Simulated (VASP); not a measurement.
Input for VASP

### INCAR
```
NELM  =  100   ! most electronic steps
SIGMA  =  0.1
ENCUT  =  400
LASPH  =  .TRUE.
SYSTEM  =  Ca4Sb2O
EDIFF  =  1E-6
ISIF  =  2   ! forces and stress, cell fixed
LCHARG  =  .FALSE.
LWAVE  =  .FALSE.
GGA  =  PS   ! PBEsol
LREAL  =  .FALSE.   ! projection in real space or not
ALGO  =  Normal   ! blocked Davidson
LMAXMIX  =  4   ! l cut-off of mixed one-centre charges
ISMEAR  =  -1   ! Fermi-Dirac
PREC  =  Accurate
```

### KPOINTS
```
Automatic mesh
0
Gamma
 4 4 4
```

POSCAR:
```
Ca4Sb2O
1
   -2.3146470000     2.3146470000     8.0876560000
    2.3146470000    -2.3146470000     8.0876560000
    2.3146470000     2.3146470000    -8.0876560000
Ca O Sb
4 1 2
Direct
  0.5000000000   0.0000000000   0.5000000000
  0.0000000000   0.5000000000   0.5000000000
  0.3332000000   0.3332000000   0.0000000000
  0.6668000000   0.6668000000   0.0000000000
  0.5000000000   0.5000000000   0.0000000000
  0.1387000000   0.1387000000   0.0000000000
  0.8613000000   0.8613000000   0.0000000000
```

POTCAR, in this order: Ca_sv O Sb (PBE.64 set). Program: vasp_std.

**Question.** Write an equivalent input for Quantum ESPRESSO's pw.x.

**Answer.** One equivalent input (not run):
```
&CONTROL
  calculation = 'scf'
  pseudo_dir = './pseudo'
  outdir = './out'
  tprnfor = .true.
  tstress = .true.
/
&SYSTEM
  ibrav = 0
  nat = 7
  ntyp = 3
  ecutwfc = 84
  occupations = 'smearing'
  smearing = 'fermi-dirac'
  degauss = 0.00735
  input_dft = 'pbesol'
/
&ELECTRONS
  conv_thr = 7.3e-08
  electron_maxstep = 100
/
ATOMIC_SPECIES
  Ca 40.078 Ca.upf
  O 15.999 O.upf
  Sb 121.760 Sb.upf
CELL_PARAMETERS angstrom
    -2.3146470    2.3146470    8.0876560
     2.3146470   -2.3146470    8.0876560
     2.3146470    2.3146470   -8.0876560
ATOMIC_POSITIONS crystal
  Ca   0.5000000  0.0000000  0.5000000
  Ca   0.0000000  0.5000000  0.5000000
  Ca   0.3332000  0.3332000  0.0000000
  Ca   0.6668000  0.6668000  0.0000000
  O    0.5000000  0.5000000  0.0000000
  Sb   0.1387000  0.1387000  0.0000000
  Sb   0.8613000  0.8613000  0.0000000
K_POINTS automatic
  4 4 4 0 0 0
```
The two are equivalent in intent, not identical: the potentials are each code's own (VASP's PAW set, PseudoDojo norm-conserving files in pw.x), so ENCUT and ecutwfc are chosen apart and not converted; conv_thr bounds pw.x's estimated SCF error, while EDIFF bounds the energy change between steps.

The structure comes from a measured Ca4Sb2O entry of the Crystallography Open Database, whose conditions weren't checked. The cell was not relaxed at this level. The k-mesh is coarse (spacing up to 0.48 per Å, 2π included), so the numbers may not be converged in it. The run is one of a series of settings (GGA = PS, POTCAR Ca_sv O Sb (PBE.64 set) against the base run), some of them coarse on purpose.
